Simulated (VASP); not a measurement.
Here is the system:

```
CSi
1.0
    0.00000     2.23341     2.23341
    2.23341     0.00000     2.23341
    2.23341     2.23341     0.00000
Si C
1 1
Direct
  0.00000   0.00000   0.00000
  0.25000   0.25000   0.25000
```

Calculation: optB88-vdW, VASP's PBE PAW potentials (set 64) (plane waves; VASP). Settings: 520 eV cut-off, 10×10×10 Γ-centred mesh, Gaussian smearing of 0.050 eV, potentials Si C.

### Question
Give the stress tensor in GPa (positive for a compressed cell).

### Answer

```
-10.95    0.00    0.00
  0.00  -10.95    0.00
  0.00    0.00  -10.95
```
The pressure is its mean diagonal, -10.95 GPa.

The compound is SiC in the zinc blende structure. This cell is one point of a volume scan, at 1.06 of the reference volume.
